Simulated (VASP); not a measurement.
Computed with PBE GGA with D4 dispersion, VASP's PBE PAW potentials (set 64) (plane waves; VASP).

Input for VASP

INCAR:
```
! general
SYSTEM   =  BaZrO3
PREC     =  Accurate
ENCUT    =  520
LREAL    =  .FALSE.
LASPH    =  .TRUE.   ! aspherical one-centre terms
ICHARG   =  11

! electronic loop
EDIFF    =  1E-7
NELM     =  100
ALGO     =  Normal
LMAXMIX  =  4   ! l cut-off of mixed one-centre charges

! smearing
ISMEAR   =  0
SIGMA    =  0.05   ! width (eV)

! functional
GGA      =  PE   ! PBE
IVDW     =  13   ! D4

! output
LWAVE    =  .FALSE.
LCHARG   =  .FALSE.
LORBIT   =  11
```

### POSCAR
```
BaZrO3
1
    4.2165301610     0.0000000000     0.0000000000
    0.0000000000     4.2165301610     0.0000000000
    0.0000000000     0.0000000000     4.2165301610
Ba Zr O
1 1 3
Direct
  0.0000000000   0.0000000000   0.0000000000
  0.5000000000   0.5000000000   0.5000000000
  0.5000000000   0.0000000000   0.5000000000
  0.0000000000   0.5000000000   0.5000000000
  0.5000000000   0.5000000000   0.0000000000
```

**KPOINTS**
```
k-points along high-symmetry lines
15
Line-mode
Reciprocal
  0.000000   0.000000   0.000000 ! GAMMA
  0.000000   0.500000   0.000000 ! X

  0.000000   0.500000   0.000000 ! X
  0.500000   0.500000   0.000000 ! M

  0.500000   0.500000   0.000000 ! M
  0.000000   0.000000   0.000000 ! GAMMA

  0.000000   0.000000   0.000000 ! GAMMA
  0.500000   0.500000   0.500000 ! R

  0.500000   0.500000   0.500000 ! R
  0.000000   0.500000   0.000000 ! X

  0.500000   0.500000   0.500000 ! R
  0.500000   0.500000   0.000000 ! M
```

POTCAR, in this order: Ba_sv Zr_sv O (PBE.64 set). Program: vasp_std. Read from the step before: CHGCAR.

What VASP printed:

File OUTCAR:
```
 ion  position               nearest neighbor table
   1  0.000  0.000  0.000-   3 2.98   4 2.98   5 2.98   3 2.98   4 2.98   4 2.98   5 2.98   4 2.98
                             3 2.98   5 2.98   3 2.98   5 2.98   2 3.65   2 3.65   2 3.65   2 3.65
   2  0.500  0.500  0.500-   3 2.11   4 2.11   5 2.11   5 2.11   3 2.11   4 2.11   1 3.65   1 3.65
                             1 3.65   1 3.65   1 3.65   1 3.65   1 3.65   1 3.65
   3  0.500  0.000  0.500-   2 2.11   2 2.11   1 2.98   1 2.98   1 2.98   1 2.98
   4  0.000  0.500  0.500-   2 2.11   2 2.11   1 2.98   1 2.98   1 2.98   1 2.98
   5  0.500  0.500  0.000-   2 2.11   2 2.11   1 2.98   1 2.98   1 2.98   1 2.98
  LATTYP: Found a simple cubic cell.
 ALAT       =     4.2165301610
 Subroutine PRICEL returns:
 Original cell was already a primitive cell.
 Subroutine GETGRP returns: Found 48 space group operations
The static configuration has the point symmetry O_h .
The dynamic configuration has the point symmetry O_h .
 Subroutine INISYM returns: Found 48 space group operations
   k-points           NKPTS =     90   k-points in BZ     NKDIM =     90   number of bands    NBANDS=     24
   number of dos      NEDOS =    301   number of ions     NIONS =      5
   total plane-waves  NPLWV =  32768
   dimension x,y,z NGX =    32 NGY =   32 NGZ =   32
   dimension x,y,z NGXF=    64 NGYF=   64 NGZF=   64
   ions per type =               1   1   3
   PREC   = accura    normal or accurate (medium, high low for compatibility)
   ISTART =      0    job   : 0-new  1-cont  2-samecut
   ICHARG =     11    charge: 1-file 2-atom 10-const
   ISPIN  =      1    spin polarized calculation?
   LNONCOLLINEAR =      F non collinear calculations
   LSORBIT =      F    spin-orbit coupling
   INIWAV =      1    electr: 0-lowe 1-rand  2-diag
   ENCUT  =  520.0 eV  38.22 Ry    6.18 a.u.   7.84  7.84  7.84*2*pi/ulx,y,z
   NELM   =    100;   NELMIN=  2; NELMDL= -5     # of ELM steps
   EDIFF  = 0.1E-06   stopping-criterion for ELM
   LREAL  =      F    real-space projection
   NLSPLINE    = F    spline interpolate recip. space projectors
   LMAXMIX     =    4 max onsite mixed and CHGCAR
   VOSKOWN=      0    Vosko Wilk Nusair interpolation
   EDIFFG = 0.1E-05   stopping-criterion for IOM
   NSW    =      0    number of steps for IOM
   NBLOCK =      1;   KBLOCK =      1    inner block; outer block
   IBRION =     -1    ionic relax: 0-MD 1-quasi-New 2-CG
   NFREE  =      0    steps in history (QN), initial steepest desc. (CG)
   ISIF   =      2    stress and relaxation
   ISYM   =      2    0-nonsym 1-usesym 2-fastsym
   TEIN   =    0.0    initial temperature
   TEBEG  =    0.0;   TEEND  =   0.0 temperature during run
   SMASS  =  -3.00    Nose mass-parameter (am)
   PSTRESS=    0.0 pullay stress
   NELECT =      40.0000    total number of electrons
   EFERMI =   0.00;   METHOD = LEGACY
   ISMEAR =     0;   SIGMA  =   0.05  broadening in eV -4-tet -1-fermi 0-gaus
   IALGO  =     38    algorithm
   LDIAG  =      T    sub-space diagonalisation (order eigenvalues)
   IMIX   =      4    mixing-type and parameters
     AMIX     =   0.40;   BMIX     =  1.00
     AMIX_MAG =   1.60;   BMIX_MAG =  1.00
     AMIN     =   0.10
   GGA     = PE    functional components
   VOSKOWN =     0    Vosko Wilk Nusair interpolation
   LHFCALC =     F    Hartree Fock is set to
   LHFONE  =     F    Hartree Fock one center treatment
   AEXX    =    0.0000 exact exchange contribution
   IVDW    =    13    specifies the selected vdW correction
   LEPSILON=     F    determine dielectric tensor
   LRPA    =     F    only Hartree local field effects (RPA)
  energy-cutoff  :      520.00
  volume of cell :       74.97
      direct lattice vectors                 reciprocal lattice vectors
     4.216530161  0.000000000  0.000000000     0.237161828  0.000000000  0.000000000
     0.000000000  4.216530161  0.000000000     0.000000000  0.237161828  0.000000000
     0.000000000  0.000000000  4.216530161     0.000000000  0.000000000  0.237161828
 k-point     1 :   0.0000 0.0000 0.0000  plane waves:    2007
 k-point     2 :   0.0000 0.0357 0.0000  plane waves:    2007
 k-point     3 :   0.0000 0.0714 0.0000  plane waves:    2007
 k-point     4 :   0.0000 0.1071 0.0000  plane waves:    2007
 k-point     5 :   0.0000 0.1429 0.0000  plane waves:    2015
...
```

OSZICAR:
```
       N       E                     dE             d eps       ncg     rms          rms(c)
DAV:   1     0.320167169266E+03    0.32017E+03   -0.22303E+04  4320   0.163E+03
DAV:   2    -0.171107594796E+02   -0.33728E+03   -0.33261E+03  5552   0.386E+02
DAV:   3    -0.400421136585E+02   -0.22931E+02   -0.22757E+02  7512   0.908E+01
DAV:   4    -0.405370460385E+02   -0.49493E+00   -0.49474E+00  5712   0.119E+01
DAV:   5    -0.405514636188E+02   -0.14418E-01   -0.14417E-01  6568   0.146E+00
DAV:   6    -0.405516715942E+02   -0.20798E-03   -0.20797E-03  5800   0.180E-01
DAV:   7    -0.405516748199E+02   -0.32257E-05   -0.32257E-05  6544   0.198E-02
DAV:   8    -0.405516748712E+02   -0.51342E-07   -0.51348E-07  5728   0.256E-03
   1 F= -.41534309E+02 E0= -.41534309E+02  d E =-.420938E-16
```

OUTCAR:
```
 val. band max:        3.6616621787   @ k =   0.5000   0.5000   0.5000

 cond. band min:       6.8114202898   @ k =   0.0000   0.0000   0.0000



 k-point     1 :       0.0000    0.0000    0.0000
  band No.  band energies     occupation
      1     -43.4695      2.00000
      2     -21.7094      2.00000
      3     -21.6065      2.00000
      4     -21.6065      2.00000
      5     -21.6065      2.00000
      6     -12.6788      2.00000
      7     -12.3868      2.00000
      8     -12.3868      2.00000
      9      -6.8423      2.00000
     10      -6.8423      2.00000
     11      -6.8423      2.00000
     12       2.1856      2.00000
     13       2.1856      2.00000
     14       2.1856      2.00000
     15       2.7029      2.00000
     16       2.7029      2.00000
     17       2.7029      2.00000
     18       3.4183      2.00000
     19       3.4183      2.00000
     20       3.4183      2.00000
     21       6.8114      0.00000
     22       6.8114      0.00000
     23       6.8114      0.00000
     24       8.2929      0.00000

 k-point     2 :       0.0000    0.0357    0.0000
  band No.  band energies     occupation
      1     -43.4695      2.00000
      2     -21.7145      2.00000
      3     -21.6064      2.00000
      4     -21.6064      2.00000
      5     -21.6037      2.00000
      6     -12.6767      2.00000
      7     -12.3865      2.00000
      8     -12.3806      2.00000
      9      -6.8415      2.00000
     10      -6.8415      2.00000
     11      -6.8400      2.00000
     12       2.1661      2.00000
     13       2.1816      2.00000
     14       2.1816      2.00000
     15       2.6897      2.00000
     16       2.6897      2.00000
     17       2.6927      2.00000
     18       3.3796      2.00000
     19       3.4129      2.00000
     20       3.4129      2.00000
     21       6.8159      0.00000
     22       6.8419      0.00000
     23       6.8419      0.00000
     24       8.3143      0.00000

...
```

The density is held fixed in this step, so its total energy and stress have no physical meaning. Unless said otherwise, spin-orbit coupling is left out, though it shifts the bands of the heavy elements here.

The compound is BaZrO3 in the cubic perovskite structure. It was relaxed first.
